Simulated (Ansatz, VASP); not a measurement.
# TaBr3F3 in VASP and in Ansatz

Contents of INCAR:

```
  PREC = Accurate
  ENCUT = 600
  EDIFF = 1E-6
  ISMEAR = 0
  SIGMA = 0.1
  LREAL = False
  LASPH = True
  NELM = 80
  ALGO = Fast
  ISIF = 3
  LWAVE = False
  LCHARG = False
  GGA = PE
  IBRION = 2
  NSW = 100
  EDIFFG = -0.01
```

File KPOINTS:

```
Automatic mesh
0
Gamma
  8 8 8
```

The input POSCAR:

```
TaBr3F3
1.0
    5.0384431410      0.0000000000      0.0000000000
    0.0000000000      5.0384431410      0.0000000000
    0.0000000000      0.0000000000      5.0384431410
Ta Br F
1 3 3
Direct
    0.5000000000      0.5000000000      0.5000000000
    0.5000000000      0.0000000000      0.0000000000
    0.0000000000      0.5000000000      0.0000000000
    0.0000000000      0.0000000000      0.5000000000
    0.5000000000      0.5000000000      0.0000000000
    0.0000000000      0.5000000000      0.5000000000
    0.5000000000      0.0000000000      0.5000000000
```

Input for Ansatz:

```yaml
crystal:
  lattice:
    - [5.038443141, 0.0, 0.0]
    - [0.0, 5.038443141, 0.0]
    - [0.0, 0.0, 5.038443141]
  atoms:
    - { symbol: Ta, position: [0.5, 0.5, 0.5] }
    - { symbol: Br, position: [0.5, 0.0, 0.0] }
    - { symbol: Br, position: [0.0, 0.5, 0.0] }
    - { symbol: Br, position: [0.0, 0.0, 0.5] }
    - { symbol: F, position: [0.5, 0.5, 0.0] }
    - { symbol: F, position: [0.0, 0.5, 0.5] }
    - { symbol: F, position: [0.5, 0.0, 0.5] }
basis:
  ecutwfc: 420
kpoints:
  mp_grid: { grid: [8, 8, 8] }
hamiltonian:
  xc: pbe
scf:
  occupations: { method: gaussian, width: 0.1 }
output:
  forces: true
  stress: true
  eigenvalues: true
  write_density: true
  write_potential: true
  elf: true
  volumetric_format: npy
relax:
  adjacent_minimum: "off"
  f_tol: 0.01
  max_steps: 80
  cell: { stress_tol: 0.05 }
```

Change from the starting cell: species swapped into the Ce3GaBr3 type (Pm-3m, No. 221).

Alike in both runs: task relaxation of cell and atoms; functional PBE; k mesh 8 × 8 × 8; occupations gaussian, width 0.1 eV; no spin polarisation.

|  | VASP | Ansatz |
| --- | --- | --- |
| version | VASP 6.6.1 | Ansatz 0.2.0 |
| potentials or method | VASP PAW PBE potentials, release 64 (Ta_pv, Br, F) | scalar-relativistic, plane waves, PAW |
| plane-wave cutoff (eV) | 600 | 420 |
| valence electrons in the cell | 53 | 55 |

Ansatz gave:

| Quantity | Value |
| --- | --- |
| gap on the k mesh at the Fermi level, each at its own relaxed structure (eV) | none |
| relaxed volume (Å³/atom) | 18.15 |
| relaxed cell length with the largest relative difference (Å) | 5.027 |

Question: What did VASP give for the same quantities?

Answer: gap on the k mesh at the Fermi level, each at its own relaxed structure (eV): none; relaxed volume (Å³/atom): 18.09; relaxed cell length with the largest relative difference (Å): 5.022.

A gap of «none» marks a metal or a gap that the smearing closes. The two sets of potentials don't hold the same shells in valence.

Caveats: an odd number of electrons without spin polarisation forces a metal; a magnetic or distorted state may lie lower. The runs have no spin-orbit coupling, so splittings on Ta are missing.
